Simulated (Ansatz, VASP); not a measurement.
# TlBi2 in two plane-wave programs

Wanted: the spread between two codes on one cell, functional and k mesh. The cell is taken from a series of runs on this material, whose earlier steps may have relaxed, scaled, displaced or heated it; both programs get it as it stands.

Calculated with Ansatz 0.2.0; plane waves, with VASP 6.6.1 beside it; PBEsol.

**1. Set-up**

The structure is hexagonal, space group P6/mmm (No. 191). The conventional cell has a = 5.623 Å, b = 5.623 Å, c = 3.348 Å, α = 90.00°, β = 90.00°, γ = 120.00°. Nearest to Tl lie 2 Tl at 3.35 Å and 12 Bi at 3.65 Å. Bi has 5 Bi at 3.25 to 3.35 Å and 6 Tl at 3.65 Å nearest. Farther neighbours are not listed.

**2. VASP: relaxation of cell and atoms, PBEsol**

The relaxed volume is the usual yardstick between codes: in a stiff, nearly cubic crystal its relative difference is about their pressure difference at one cell divided by the bulk modulus.

Lines of VASP's logs that name or quote its potential files are left out, and so is its time.

Input file INCAR:

```
SYSTEM = TlBi2
PREC = Accurate
ENCUT = 500
EDIFF = 1E-07
NELM = 120
ISMEAR = 1
SIGMA = 0.2
LREAL = .FALSE.
ALGO = Normal
GGA = PS
NBANDS = 27
LORBIT = 11
LWAVE = .FALSE.
LCHARG = .FALSE.
ISIF = 3
IBRION = 2
NSW = 80
EDIFFG = -0.005
LASPH = .TRUE.
GGA_COMPAT = .FALSE.
NELMIN = 4
```

Input file POSCAR:

```
TlBi2
1.0
    5.6228970000      0.0000000000      0.0000000000
   -2.8114480000      4.8695710000      0.0000000000
    0.0000000000      0.0000000000      3.3478500000
Tl Bi
1 2
Direct
    0.0000000000      0.0000000000      0.0000000000
    0.6666666667      0.3333333333      0.5000000000
    0.3333333333      0.6666666667      0.5000000000
```

Input file KPOINTS:

```
Automatic mesh
0
Gamma
6 6 8
0 0 0
```

Potentials, in the order of the species: Tl_d and Bi_d (PBE family, release 64).

The run is started by

```
mpirun -np 1 vasp_std
```

Numbers of over 12 decimals in the logs are rounded to 6 here.

What it wrote:

```text
[banner, memory and clock lines left out]
running    1 mpi-ranks, on    1 nodes
 distrk:  each k-point on    1 cores,    1 groups
 distr:  one band on    1 cores,    1 groups

 POSCAR found type information on POSCAR TlBi
 POSCAR found :  2 types and       3 ions
|                                                                             |
|               ----> ADVICE to this user running VASP <----                  |
|                                                                             |
|     You enforced a specific xc type in the INCAR file but a different       |
|     [... a line on the potential file left out ...]
|     I HOPE YOU KNOW WHAT YOU ARE DOING!                                     |
|                                                                             |

 LDA part: xc-table for (Slater+PW92), standard interpolation
 POSCAR, INCAR and KPOINTS ok, starting setup
 FFT: planning ... GRIDC
 FFT: planning ... GRID_SOFT
 FFT: planning ... GRID
 WAVECAR not read
 entering main loop
       N       E                     dE             d eps       ncg     rms          rms(c)
DAV:   1     0.418815696752E+03    0.41882E+03   -0.22050E+04  1893   0.176E+03
DAV:   2     0.245977397673E+02   -0.39422E+03   -0.38773E+03  1941   0.477E+02
DAV:   3    -0.101056411048E+02   -0.34703E+02   -0.34093E+02  2249   0.155E+02
DAV:   4    -0.113141977993E+02   -0.12086E+01   -0.12031E+01  2156   0.294E+01
DAV:   5    -0.113656456287E+02   -0.51448E-01   -0.51442E-01  2521   0.592E+00    0.233E+00
DAV:   6    -0.113300990013E+02    0.35547E-01   -0.81987E-02  2146   0.256E+00    0.161E+00
DAV:   7    -0.113228632933E+02    0.72357E-02   -0.35634E-02  2113   0.178E+00    0.555E-01
DAV:   8    -0.113224222739E+02    0.44102E-03   -0.33545E-03  2127   0.473E-01    0.355E-02
DAV:   9    -0.113224297926E+02   -0.75188E-05   -0.18420E-04  2440   0.868E-02    0.166E-02
DAV:  10    -0.113224311863E+02   -0.13937E-05   -0.26031E-05  2261   0.566E-02    0.454E-03
DAV:  11    -0.113224304835E+02    0.70284E-06   -0.19083E-06  2285   0.147E-02    0.258E-03
DAV:  12    -0.113224300520E+02    0.43151E-06   -0.76539E-07  2058   0.823E-03    0.990E-04
DAV:  13    -0.113224301069E+02   -0.54969E-07   -0.41987E-08   981   0.179E-03
   1 F= -.11322430E+02 E0= -.11321876E+02  d E =-.113224E+02
[...]
2 F= -.11322470E+02 E0= -.11321855E+02  d E =-.395916E-04
[...]
3 F= -.11322470E+02 E0= -.11321858E+02  d E =-.396147E-04
 curvature:  -0.47 expect dE=-0.422E-05 dE for cont linesearch -0.899E-08
 trial: gam= 0.09455 g(F)=  0.224E-44 g(S)=  0.900E-05 ort = 0.125E-05 (trialstep = 0.989E+00)
 search vector abs. value=  0.997E-05
 bond charge predicted
       N       E                     dE             d eps       ncg     rms          rms(c)
DAV:   1    -0.113225622730E+02   -0.92535E-04   -0.28558E-03  2181   0.489E-01    0.449E-02
DAV:   2    -0.113224984003E+02    0.63873E-04   -0.12550E-04  2238   0.130E-01    0.229E-02
DAV:   3    -0.113224764041E+02    0.21996E-04   -0.60958E-05  2294   0.861E-02    0.784E-03
DAV:   4    -0.113224755458E+02    0.85831E-06   -0.79275E-06  2050   0.247E-02    0.173E-03
DAV:   5    -0.113224753885E+02    0.15730E-06   -0.67048E-07  2141   0.827E-03    0.837E-04
DAV:   6    -0.113224753560E+02    0.32487E-07   -0.84426E-08  1043   0.334E-03
   4 F= -.11322475E+02 E0= -.11321827E+02  d E =-.563437E-05
 trial-energy change:   -0.000006  1 .order   -0.000006   -0.000009   -0.000002
 step:   1.2834(harm=  1.2834)  dis= 0.00000  next Energy=   -11.322476 (dE=-0.585E-05)
 reached required accuracy - stopping structural energy minimisation
```

Parts of OUTCAR (step 2):

```text
ion  position               nearest neighbor table
   1  0.000  0.000  0.000-   3 3.65   3 3.65   2 3.65   2 3.65   2 3.65   3 3.65   2 3.65   3 3.65
                             2 3.65   2 3.65   3 3.65   3 3.65
   2  0.667  0.333  0.500-   3 3.25   3 3.25   3 3.25   1 3.65   1 3.65   1 3.65   1 3.65   1 3.65
                             1 3.65
   3  0.333  0.667  0.500-   2 3.25   2 3.25   2 3.25   1 3.65   1 3.65   1 3.65   1 3.65   1 3.65
                             1 3.65

  LATTYP: Found a hexagonal cell.
 ALAT       =     5.6228970000
 C/A-ratio  =     0.5953959320

 Subroutine GETGRP returns: Found 24 space group operations
 (whereof 24 operations were pure point group operations)

The static configuration has the point symmetry D_6h.

 Found     35 irreducible k-points:

   k-points           NKPTS =     35   k-points in BZ     NKDIM =     35   number of bands    NBANDS=     27

   dimension x,y,z NGX =    42 NGY =   42 NGZ =   24
   dimension x,y,z NGXF=    84 NGYF=   84 NGZF=   48

   ENCUT  =  500.0 eV  36.75 Ry    6.06 a.u.  10.25 10.25  6.10*2*pi/ulx,y,z

   NELECT =      43.0000    total number of electrons

 k-points in reciprocal lattice and weights: Automatic mesh
   0.00000000  0.00000000  0.00000000       0.003
   0.16666667  0.00000000  0.00000000       0.021
   0.33333333  0.00000000  0.00000000       0.021
   0.50000000 -0.00000000  0.00000000       0.010
   0.16666667  0.16666667  0.00000000       0.021
   0.33333333  0.16666667  0.00000000       0.042
   0.33333333  0.33333333  0.00000000       0.007
   0.00000000  0.00000000  0.12500000       0.007
   0.16666667  0.00000000  0.12500000       0.042
[...]
0.33333333  0.16666667  0.50000000       0.042
   0.33333333  0.33333333  0.50000000       0.007

 average (electrostatic) potential at core
       1 -82.0953       2-103.4690       3-103.4690

 E-fermi :   7.4490

 k-point     1 :       0.0000    0.0000    0.0000
  band No.  band energies     occupation
    ...
     18       1.2308      2.00000
     19       3.9903      2.00000
     20       3.9903      2.00000
     21       5.2736      2.00000
     22       5.2736      2.00000
     23       9.5802     -0.00000
     24      12.9648      0.00000
     25      13.9424      0.00000
     26      14.1336      0.00000
     27      14.1336      0.00000

 k-point     2 :       0.1667    0.0000    0.0000
  band No.  band energies     occupation
    ...
     18       0.8490      2.00000
     19       3.4228      2.00000
     20       4.0297      2.00000
     21       6.1780      2.00000
     22       6.6085      2.00000
     23       9.7629     -0.00000
     24      12.3697      0.00000
     25      12.6787      0.00000
     26      13.5025      0.00000
     27      14.0778      0.00000

 k-point     3 :       0.3333    0.0000    0.0000
  band No.  band energies     occupation
    ...
     16      -3.9899      2.00000
     17      -3.3101      2.00000
     18       0.2048      2.00000
     19       2.8334      2.00000
     20       5.1380      2.00000
     21       7.7629     -0.04895
     22       8.6466     -0.00000
     23       9.9717     -0.00000
     24      10.2617     -0.00000
     25      11.8122      0.00000
    ...

  Total        0.0037916      0.0037916     -0.0012047      0.0000000      0.0000000      0.0000000
  in kB        0.0663446      0.0663446     -0.0210789      0.0000000      0.0000000      0.0000000
  external PRESSURE =       0.0372034 kB  Pullay stress =       0.0000000 kB

  energy-cutoff  :      500.00
  volume of cell :       91.57
      direct lattice vectors                 reciprocal lattice vectors
     5.623310500  0.000000000  0.000000000     0.177831190  0.102670881  0.000000000
    -2.811654750  4.869929102 -0.000000000    -0.000000000  0.205341798  0.000000000
    -0.000000000 -0.000000000  3.343618470    -0.000000000  0.000000000  0.299077185

 POSITION                                       TOTAL-FORCE (eV/Angst)
 -----------------------------------------------------------------------------------
      0.00000      0.00000      0.00000        -0.000000     -0.000000     -0.000000
      2.81166      1.62331      1.67181         0.000000     -0.000000      0.000000
      0.00000      3.24662      1.67181        -0.000000      0.000000      0.000000
 -----------------------------------------------------------------------------------
    total drift:                                0.000000      0.000000     -0.000000

  FREE ENERGIE OF THE ION-ELECTRON SYSTEM (eV)
  ---------------------------------------------------
  free  energy   TOTEN  =       -11.3224753560 eV

  energy  without entropy=      -11.3205301671  energy(sigma->0) =      -11.32182696

 reached required accuracy - stopping structural energy minimisation

 total charge
# of ion       s       p       d       tot
------------------------------------------
    1        1.210   0.335   9.644  11.189
    2        1.540   1.309   9.916  12.765
    3        1.540   1.309   9.916  12.765
--------------------------------------------------
tot          4.291   2.953  29.476  36.720

[... 3 further parts left out ...]
```

CONTCAR:

```
TlBi2
   1.00000000000000
     5.6233105004881301    0.0000000000423849    0.0000000000000000
    -2.8116547501705886    4.8699291017639004   -0.0000000000000000
    -0.0000000000000000   -0.0000000000000000    3.3436184696482911
  Tl              Bi
     1     2
Direct
     0.0000000000000000    0.0000000000000000    0.0000000000000000
     0.6666666667000030    0.3333333332999970    0.5000000000000000
     0.3333333332999970    0.6666666667000030    0.5000000000000000
```

This run has no spin polarisation. Its electron count is odd, so without a moment it is a metal by construction. The k-mesh is coarse for a metal. The run keeps the 24 symmetry operations of its start, so it cannot find a distortion of lower symmetry.

**3. Ansatz: relaxation of cell and atoms, PBEsol**

Ansatz runs on its PAW soft_1 files.

The same cell, functional, mesh and smearing now go to Ansatz, which takes its cutoff from its data sets.

Input file input.yaml:

```yaml
crystal:
  lattice:
    - [5.622896829, 0.0, 0.0]
    - [-2.8114484145, 4.8695714967, 0.0]
    - [0.0, 0.0, 3.3478502539]
  atoms:
    - { symbol: Tl, position: [0.0, 0.0, 0.0] }
    - { symbol: Bi, position: [0.6666666667, 0.3333333333, 0.5] }
    - { symbol: Bi, position: [0.3333333333, 0.6666666667, 0.5] }
kpoints:
  mp_grid: { grid: [6, 6, 8] }
hamiltonian:
  xc: pbesol
  pseudopotentials: { kind: paw, azcp: { folder: soft_1 }, xc_functional: pbe }
scf:
  occupations: { method: methfessel_paxton, width: 0.2 }
output:
  forces: true
  stress: true
  eigenvalues: true
relax:
  adjacent_minimum: "off"
  f_tol: 0.001
  max_steps: 60
  cell: { stress_tol: 0.01 }
```

The run is started by

```
ansatz run input.yaml --threads 16 --pin off --max-ram 92160MiB --backend cuda --events-out ev --progress --plain --runs-dir out --max-vram 78GiB
```

What it wrote:

```text
Engine: ansatz 0.2.0, aarch64-unknown-linux-gnu
Pseudopotentials: kind: paw
Pseudopotential: Tl, paw, valence charge 13, recommended cutoff 420 eV (normal), soft_1/Tl.paw.azcp
Pseudopotential: Bi, paw, valence charge 15, recommended cutoff 420 eV (normal), soft_1/Bi.paw.azcp
Functional definition: PBEsol
  exchange = pbesol_x
  correlation = pbesol_c
[...]
Crystal: 3 atoms, lattice volume = 91.668 Å³
Basis set: ecut = 420 eV, 1823 PW (Γ), exchange–correlation on 80×80×48 points (8 copies of the dense FFT grid, shifted against one another)
Bands: 26, of which v1, the nominal top of the filled ones, is band 22 counted from 1 (21 counted from 0)
Symmetry: 24 space group operations
Space group: P6/mmm (ITA 191), of the structure as read, at distance tolerance 4.5e-5 Å
k-points: 35 of 288
Non-local potential: Tl, projectors of the file, l = 0: 2, l = 1: 2, l = 2: 2, l = 3: 1
Non-local potential: Bi, projectors of the file, l = 0: 2, l = 1: 2, l = 2: 2, l = 3: 1
PAW form: soft (Blöchl's): semilocal exchange-correlation on the pseudo side does not see the compensation charge
PAW frozen core: Tl, regenerated for the run's functional, and the local potential with it (the file was generated under x = pbe(κ = 0.804, μ = 0.219515), c = pbe(β = 0.066725))
PAW frozen core: Bi, regenerated for the run's functional, and the local potential with it (the file was generated under x = pbe(κ = 0.804, μ = 0.219515), c = pbe(β = 0.066725))
PAW one-centre angular grid: Tl, 590 points (default); XC on 64 Gauss nodes
PAW one-centre angular grid: Bi, 590 points (default); XC on 64 Gauss nodes
Initial density: superposition of atomic densities (chi_scale 0.1, normalization cell, long waves kept (reshape's long-wave potential 0.00 eV rms))
Initial wavefunctions: pseudopotential atomic-orbital guess
[...]
Functional: x = pbesol(κ = 0.804, μ = 0.123457), c = pbesol(β = 0.046)
SCF iter   1: F=—  HF=-35787.041525 eV  |F-HF|=—  |Δ(HF+E_count)|=         —  Δρ=1.84e-2  dr2=1.06e0  ethr=3.10e-3  ⟨swp⟩=6.0  Hψ=4172  notcnv=0
preconditioner: auto → Resta (q_TF=auto, 2.405 Å⁻¹)  ε∞=3.2  [insulator: Δε(μ)=0.133 eV  Ē_g=17.271 eV  σ=0.200 eV  W_gap=0.52  n_scr=26 (ndim 8)  ℏωp=25.4 eV  f_vac=0.000  D(μ)=1.34/eV (n_scr^D=6)  ε∞_Penn≈3.2]
SCF iter   2: F=—  HF=-35786.724330 eV  |F-HF|=—  |Δ(HF+E_count)|=   3.17e-1  S|Δr|=    0.00e0  Δρ=6.45e-3  dr2=1.01e-1  ethr=2.46e-3  ⟨swp⟩=2.8  Hψ=1496  notcnv=0
preconditioner: auto → Kerker (q_TF=auto, 2.405 Å⁻¹)  [metal: Δε(μ)=0.070 eV  Ē_g=17.402 eV  σ=0.200 eV  W_gap=0.29  n_scr=26 (ndim 8)  ℏωp=25.4 eV  f_vac=0.000  D(μ)=1.50/eV (n_scr^D=6)]
SCF iter   3: F=—  HF=-35786.689360 eV  |F-HF|=—  |Δ(HF+E_count)|=   3.50e-2  S|Δr|=    0.00e0  Δρ=2.19e-3  dr2=4.91e-3  ethr=2.34e-4  ⟨swp⟩=2.1  Hψ=1185  notcnv=0
[...]
SCF iter   7: F=-35786.688081 eV  HF=-35786.688081 eV  |F-HF|=4.17e-8  |Δ(HF+E_count)|=   1.63e-8  S|Δr|=    0.00e0  Δρ=7.07e-6  dr2=9.42e-8  ethr=2.33e-10  ⟨swp⟩=5.5  Hψ=4950  notcnv=0
SCF 1 converged in 7 iterations: F = -35786.688081 eV  dr2 = 9.42e-8
  greatest PAW one-centre occupation: 0.988 electrons in one spin orbital (limit 2), on the Bi atom at site 1 (counted from 0), in its partial waves of l = 2
relax step   1: F+E_penalty+E_count = -35786.68808115 eV  Δ(F+E_penalty+E_count) = +0.000e0 eV  max|allowed force component| = 7.401e-17 eV/Å  Δτ_max = 0.0000 Å  P = +0.013 GPa  Ω = 91.668 Å³  (7 SCF iters, dr2 threshold 1.00e-7 eV, accepted)
[...]
relax step   2: F+E_penalty+E_count = -35786.68810984 eV  Δ(F+E_penalty+E_count) = -2.869e-5 eV  max|allowed force component| = 3.701e-17 eV/Å  Δτ_max = 0.0000 Å  P = +0.003 GPa  Ω = 91.693 Å³  energy of the carried Pulay correction = -1.934e-6 eV  (3 SCF iters, dr2 threshold 7.67e-9 eV, accepted)
[...]
relax step   3: F+E_penalty+E_count = -35786.68811078 eV  Δ(F+E_penalty+E_count) = -9.403e-7 eV  max|allowed force component| = 3.701e-17 eV/Å  Δτ_max = 0.0000 Å  P = +0.000 GPa  Ω = 91.700 Å³  energy of the carried Pulay correction = -2.460e-6 eV  (3 SCF iters, dr2 threshold 3.47e-10 eV, accepted)
[...]
relax step   4: F+E_penalty+E_count = -35786.68811250 eV  Δ(F+E_penalty+E_count) = -1.720e-6 eV  max|allowed force component| = 7.401e-17 eV/Å  Δτ_max = 0.0000 Å  P = +0.000 GPa  Ω = 91.700 Å³  stress off target by 1.40e-4 GPa  SCF on the basis re-selected at this cell (its energy is not comparable with the rows above)  (5 SCF iters)
basis re-selected at this cell: Δ(F+E_penalty+E_count) = -1.720e-6 eV, ΔP = +0.000 GPa vs the last step (what re-selecting the basis moved, of the pressure what is left beyond the Pulay correction that the steps carried, after the strain that the cell walked since its last selection, with what the two solves' SCF thresholds leave and, on support functions, any second-order correction that the steps lacked; it is no m [...]
SCF converged after 5 iterations
Stability not checked: this state was not tested for a lower state beside it, because cold or Methfessel-Paxton smearing, or corrected tetrahedra, fill the levels in a way that the test cannot read (fill_not_monotonic; see scf.lower_state_search)
Free energy (F): -35786.688113 eV
Harris-Foulkes:  -35786.688113 eV  (|F-HF|=0.00e0)
Internal energy: -35786.686093 eV  (E = F + TS)
E sigma→0 (E₀):  -35786.687608 eV
Entropy (-TS):   -0.002020 eV (-0.673 meV/atom)
Fermi energy:    11.307432 eV
Step filling:    the computed levels leave a gap of 0.0318 eV = 0.2 smearing widths at the electron count; against every level under it full and every level over it empty, smearing changes F+E_penalty+E_count by -1.137 meV and its σ→0 estimate by -0.632 meV
--- Per-component energies (eV) ---
  E_band       = -163.479800
  E_kinetic    = 774.735687
  E_local      = -3258.145299  (includes V_loc(G=0)·N_el)
  E_nonlocal   = 1137.704170
  E_hartree    = 1199.544669
  E_xc         = -486.412421
  E_vxc        = -386.643432  (∫ρ·V_xc dr)
  E_paw        = -31055.575159  (= ΣΔE_a)
  E_vpaw       = -830.220610  (= ΣTr[D̂ρ^β])
  E_aug_tail   = 0.000361  (compensation charges beyond the density's cutoff)
  E_ewald      = -4098.756022
  E_core_change = 0.217921  (= ΣΔE_core)
  E_smearing   = -0.002020  (= −TS)
  E_closure    = 0.000000  (closes the sum)
  Σ components = -35786.688113   (vs F -35786.688113, Δ=0.00e0)
--- Forces (eV/Å), atoms counted from 1 ---
  atom   1  Tl     0.00000000    -0.00000000     0.00000000
  atom   2  Bi     0.00000000    -0.00000000     0.00000000
  atom   3  Bi    -0.00000000     0.00000000     0.00000000
  max |Σ_I F_I| component: 1.68e-29 eV/Å
--- Stress (GPa, compression-positive) ---
        0.000140       0.000000       0.000000
        0.000000       0.000140       0.000000
        0.000000       0.000000      -0.000053
  P = ⅓ Tr σ = 0.0001 GPa (0.001 kbar)
--- Band table (eV; the first three rows and the last of 35) ---
  k-point 0: bands = [... 18 lower, 7.8541, 7.8541, 9.1366, 9.1366, 13.4426, 16.8214, 17.7941, 17.9840]
  k-point 1: bands = [... 18 lower, 8.0237, 8.0237, 9.3963, 9.3963, 11.7323, 15.0439, 17.7909, 17.7909]
  k-point 2: bands = [... 18 lower, 8.4867, 8.4867, 9.4898, 10.1486, 10.1486, 12.3284, 15.0451, 16.6016]
  k-point 34: bands = [... 18 lower, 7.2973, 7.3212, 7.3212, 11.7484, 11.7484, 12.4481, 14.3840, 14.3840]
--- Relaxed structure (3 steps of the walk, 3 accepted, 1 SCFs on fresh bases) ---
  F+E_penalty+E_count = -35786.68811250 eV   max|allowed force component| = 7.401e-17 eV/Å   (the final SCF, on the basis selected at the relaxed cell)
  cell:  # Å, volume = 91.7004 Å³
    - [5.626536, 0.0, 0.0]
    - [-2.813268, 4.872723, 0.0]
    - [0.0, 0.0, 3.344712]
  atoms:
    - { symbol: Tl, position: [0, 0, 0.0] }
    - { symbol: Bi, position: [0.666667, 0.333333, 0.5] }
    - { symbol: Bi, position: [0.333333, 0.666667, 0.5] }
```

Reading the cycles: dr2 is the Hartree energy of the density residual (eV), the measure of convergence; HF is the Harris–Foulkes estimate of the energy, which meets the free energy F at convergence.

**4. Comparison**

Known differences besides the potentials themselves: the cutoff is 420 eV in Ansatz and 500 eV in VASP; Ansatz makes its cores anew for this functional, VASP keeps those of its PBE data sets; Ansatz adds a Pulay correction to the stress that steers its cell, VASP none. Total energies have different zeros and are not compared.

Both answers:

```csv
quantity,Ansatz,VASP,difference
volume (Å³),91.70,91.57,+0.15 %
"edge a after relaxation, in the typed setting (Å)",5.627,5.623,+0.06 %
"edge c after relaxation, in the typed setting (Å)",3.345,3.344,+0.03 %
```

**5. Results**

* difference in volume (relaxation of cell and atoms, PBEsol): 0.15 %

The difference in volume is 0.15 % (relaxation of cell and atoms, PBEsol), within the 1.2 % picked in this series as the mark of a large difference, as far as the stopping tolerances let one tell. Such differences can come from data sets, numerical settings and the points named under the comparisons, not from the functional's error against experiment.

[Lines on the potential files, build, host, timing and source positions are cut from VASP's logs without a mark.]

[Logs are printed without paths, hosts, clocks, repeated set-up lines and the standing remarks that a program may print on its own settings, such as how far it seeks lower states.]

[Hosts, paths, dates, database ids (printed as entryN), source tags and the programs' standing remarks are cut or masked in the printed files.]
